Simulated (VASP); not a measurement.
Level of theory: PBEsol GGA, VASP's PBE PAW potentials (set 64) (plane waves; VASP).

The input files of a VASP run:

### POSCAR
```
Os
1
    1.3655122619    -2.3651362633     0.0000000000
    1.3655122619     2.3651362633     0.0000000000
    0.0000000000     0.0000000000     4.3063918182
Os
2
Direct
  0.3333330000   0.6666670000   0.2500000000
  0.6666670000   0.3333330000   0.7500000000
```

INCAR:
```
SIGMA = 0.1
LCHARG = F
LMAXMIX = 6   ! l cut-off of mixed one-centre charges
ENCUT = 520   ! plane-wave cut-off (eV)
GGA = PS
IBRION = 2   ! conjugate gradients
LWAVE = F
EDIFF = 1E-7   ! SCF stop (eV)
ALGO = Normal   ! blocked Davidson
PREC = Accurate
ISMEAR = 1   ! Methfessel-Paxton
NSW = 30   ! most ionic steps
NELM = 100   ! most electronic steps
LASPH = T   ! aspherical one-centre terms
LREAL = F   ! projection in real space or not
EDIFFG = -0.01   ! ionic stop
ISIF = 4   ! ions and shape, fixed volume
SYSTEM = Os
```

File KPOINTS:
```
Automatic mesh
0
Gamma
15 15 9
0 0 0
```

POTCAR, in this order: Os (PBE.64 set). Program: vasp_std.

Unless said otherwise, spin-orbit coupling is left out, though it shifts the bands of the heavy elements here.

**Question.** Estimate the energy per atom (σ→0), band gap (on the k-mesh).

**Answer.** 
energy per atom (σ→0): -1181.5 kJ/mol of atoms
band gap (on the k-mesh): none (metal, semimetal or under 0.01 eV)

### OSZICAR
```
...
       N       E                     dE             d eps       ncg     rms          rms(c)
DAV:   1    -0.244918595540E+02   -0.19981E-02   -0.84404E-02  3292   0.256E+00    0.153E-01
DAV:   2    -0.244910557306E+02    0.80382E-03   -0.97574E-04  3936   0.415E-01    0.785E-02
DAV:   3    -0.244908048230E+02    0.25091E-03   -0.47241E-04  3560   0.186E-01    0.151E-02
DAV:   4    -0.244908061354E+02   -0.13123E-05   -0.30129E-05  3344   0.733E-02    0.762E-03
DAV:   5    -0.244908057167E+02    0.41868E-06   -0.51204E-07  3736   0.704E-03    0.220E-03
DAV:   6    -0.244908056832E+02    0.33500E-07   -0.32775E-08  1688   0.267E-03
   3 F= -.24490806E+02 E0= -.24491152E+02  d E =-.293032E-03
```

The compound is Os in the hcp structure. This run relaxes it. Symmetry was kept, so distortions that lower it aren't found.
